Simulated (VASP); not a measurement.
Cost and result of VASP (PAW) for the bulk modulus of SrCl2 (fluorite). Static lattice, third-order Birch-Murnaghan fit over five volumes. The cost counts the five points of the equation of state, each on the mesh and cut-off of its row, so the ratios hold those differences too. With PBE it took about 2 core-minutes. Times come from single runs on busy shared machines, so they are rough: good to a factor of about 2.

```tsv
level	k-mesh	cut-off (eV)	bulk modulus (GPa)	cost over PBE
LDA	6×6×6	520	44.0	within a factor of 2
PBEsol	6×6×6	520	38.0	within a factor of 2
PBE	6×6×6	520	33.6	reference
r2SCAN	6×6×6	520	37.6	about 6 times
SCAN	6×6×6	520	?	about 6 times
```

Problem. Complete the blanks.

Solution. 
- SCAN, bulk modulus (GPa): 38.2

Left out are levels that failed, ran on another kind of processor or have no fit band path; at most nine are shown.

The compound is SrCl2 in the fluorite structure.
